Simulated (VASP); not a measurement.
All values below come from PBE GGA, VASP's PBE PAW potentials (set 64) (plane waves; VASP).

VASP input:

**KPOINTS**
```
Automatic mesh
0
Gamma
14 14 14
0 0 0
```

File POSCAR:
```
In
2.533420
 -0.6485661605   0.6485661605   0.9999999905
  0.6485661605  -0.6485661605   0.9999999905
  0.6485661605   0.6485661605  -0.9999999905
In
1
Direct
  1.0000000000   1.0000000000   0.0000000000
```

INCAR:
```
SYSTEM = In
PREC = Accurate
ENCUT = 480
EDIFF = 1E-7
NELM = 100
ALGO = Normal
LREAL = .FALSE.
LASPH = .TRUE.
ISMEAR = 1
SIGMA = 0.1
GGA = PE
LMAXMIX = 4
LWAVE = .FALSE.
LCHARG = .FALSE.
ISIF = 2
```

POTCAR, in this order: In_d (PBE.64 set). Program: vasp_std.

The resulting files:

### OUTCAR
```
 ion  position               nearest neighbor table
   1  0.000  0.000  0.000-
  LATTYP: Found a body centered tetragonal cell.
 ALAT       =     3.2861809648
 C/A-ratio  =     1.5418627295
 Subroutine PRICEL returns:
 Original cell was already a primitive cell.
 Subroutine GETGRP returns: Found 16 space group operations
The static configuration has the point symmetry D_4h.
The dynamic configuration has the point symmetry D_4h.
 Subroutine INISYM returns: Found 16 space group operations
 Subroutine IBZKPT returns following result:
 Found    244 irreducible k-points:

 Following reciprocal coordinates:
            Coordinates               Weight
  0.000000  0.000000  0.000000      1.000000
  0.071429 -0.000000  0.000000      8.000000
  0.142857 -0.000000  0.000000      8.000000
  0.214286  0.000000  0.000000      8.000000
  0.285714  0.000000  0.000000      8.000000
  0.357143  0.000000 -0.000000      8.000000
  0.428571  0.000000  0.000000      8.000000
  0.500000 -0.000000  0.000000      4.000000
  0.071429  0.071429  0.000000      8.000000
  0.142857  0.071429  0.000000     16.000000
  0.214286  0.071429  0.000000     16.000000
  0.285714  0.071429  0.000000     16.000000
  0.357143  0.071429 -0.000000     16.000000
  0.428571  0.071429  0.000000     16.000000
  0.500000  0.071429  0.000000     16.000000
 -0.428571  0.071429 -0.000000     16.000000
 -0.357143  0.071429  0.000000     16.000000
 -0.285714  0.071429  0.000000     16.000000
 -0.214286  0.071429 -0.000000     16.000000
 -0.142857  0.071429 -0.000000     16.000000
 -0.071429  0.071429  0.000000      4.000000
  0.142857  0.142857  0.000000      8.000000
  0.214286  0.142857  0.000000     16.000000
  0.285714  0.142857  0.000000     16.000000
  0.357143  0.142857  0.000000     16.000000
  0.428571  0.142857  0.000000     16.000000
  0.500000  0.142857  0.000000     16.000000
 -0.428571  0.142857  0.000000     16.000000
 -0.357143  0.142857  0.000000     16.000000
 -0.285714  0.142857  0.000000     16.000000
 -0.214286  0.142857 -0.000000     16.000000
 -0.142857  0.142857  0.000000      4.000000
  0.214286  0.214286  0.000000      8.000000
  0.285714  0.214286  0.000000     16.000000
  0.357143  0.214286 -0.000000     16.000000
  0.428571  0.214286  0.000000     16.000000
  0.500000  0.214286  0.000000     16.000000
 -0.428571  0.214286 -0.000000     16.000000
 -0.357143  0.214286  0.000000     16.000000
 -0.285714  0.214286 -0.000000     16.000000
   k-points           NKPTS =    244   k-points in BZ     NKDIM =    244   number of bands    NBANDS=     10
   number of dos      NEDOS =    301   number of ions     NIONS =      1
   total plane-waves  NPLWV =  21952
   dimension x,y,z NGX =    28 NGY =   28 NGZ =   28
   dimension x,y,z NGXF=    56 NGYF=   56 NGZF=   56
   ions per type =               1
   PREC   = accura    normal or accurate (medium, high low for compatibility)
   ISTART =      0    job   : 0-new  1-cont  2-samecut
   ICHARG =      2    charge: 1-file 2-atom 10-const
   ISPIN  =      1    spin polarized calculation?
   LNONCOLLINEAR =      F non collinear calculations
   LSORBIT =      F    spin-orbit coupling
   INIWAV =      1    electr: 0-lowe 1-rand  2-diag
   ENCUT  =  480.0 eV  35.28 Ry    5.94 a.u.   6.14  6.14  6.14*2*pi/ulx,y,z
   NELM   =    100;   NELMIN=  2; NELMDL= -5     # of ELM steps
   EDIFF  = 0.1E-06   stopping-criterion for ELM
   LREAL  =      F    real-space projection
   NLSPLINE    = F    spline interpolate recip. space projectors
   LMAXMIX     =    4 max onsite mixed and CHGCAR
...
```

**OSZICAR**
```
       N       E                     dE             d eps       ncg     rms          rms(c)
DAV:   1     0.685097014000E+02    0.68510E+02   -0.62567E+03  4892   0.152E+03
DAV:   2     0.807376189462E-01   -0.68429E+02   -0.67454E+02  4960   0.278E+02
DAV:   3    -0.252482759916E+01   -0.26056E+01   -0.25970E+01  5702   0.635E+01
DAV:   4    -0.258352180257E+01   -0.58694E-01   -0.58679E-01  6194   0.969E+00
DAV:   5    -0.258621142380E+01   -0.26896E-02   -0.26895E-02  5960   0.169E+00    0.208E+00
DAV:   6    -0.256570104367E+01    0.20510E-01   -0.41116E-02  5628   0.439E+00    0.104E+00
DAV:   7    -0.256186206026E+01    0.38390E-02   -0.13296E-02  5720   0.232E+00    0.239E-01
DAV:   8    -0.256165138940E+01    0.21067E-03   -0.78370E-04  5800   0.557E-01    0.299E-02
DAV:   9    -0.256165732175E+01   -0.59323E-05   -0.15566E-05  6626   0.600E-02    0.131E-02
DAV:  10    -0.256165832326E+01   -0.10015E-05   -0.13188E-06  5300   0.132E-02    0.224E-03
DAV:  11    -0.256165828149E+01    0.41771E-07   -0.65003E-08  3472   0.292E-03
   1 F= -.25616583E+01 E0= -.25615830E+01  d E =-.225708E-03
```

**OUTCAR**
```
------------------------ aborting loop because EDIFF is reached ----------------------------------------
  FORCE on cell =-STRESS in cart. coord.  units (eV):
  Direction    XX          YY          ZZ          XY          YZ          ZX
  --------------------------------------------------------------------------------------
  Total        0.0081067      0.0081067      0.0133927      0.0000000      0.0000000      0.0000000
  in kB        0.4747481      0.4747481      0.7843101      0.0000000      0.0000000      0.0000000
  external PRESSURE =       0.5779354 kB  Pullay stress =       0.0000000 kB
  volume of cell :       27.36
      direct lattice vectors                 reciprocal lattice vectors
    -1.643090482  1.643090482  2.533419976     0.000000000  0.304304605  0.197361671
     1.643090482 -1.643090482  2.533419976     0.304304605  0.000000000  0.197361671
     1.643090482  1.643090482 -2.533419976     0.304304605  0.304304605  0.000000000
 POSITION                                       TOTAL-FORCE (eV/Angst)
 -----------------------------------------------------------------------------------
      0.00000      0.00000      0.00000        -0.000000      0.000000      0.000000
 -----------------------------------------------------------------------------------
    total drift:                                0.000000      0.000000      0.000000
  FREE ENERGIE OF THE ION-ELECTRON SYSTEM (eV)
  ---------------------------------------------------
  free  energy   TOTEN  =        -2.5616582815 eV

  energy  without entropy=       -2.5614325737  energy(sigma->0) =       -2.56158305
```
(Selected blocks of OUTCAR.)

The compound is In in the bct structure. It was relaxed first.
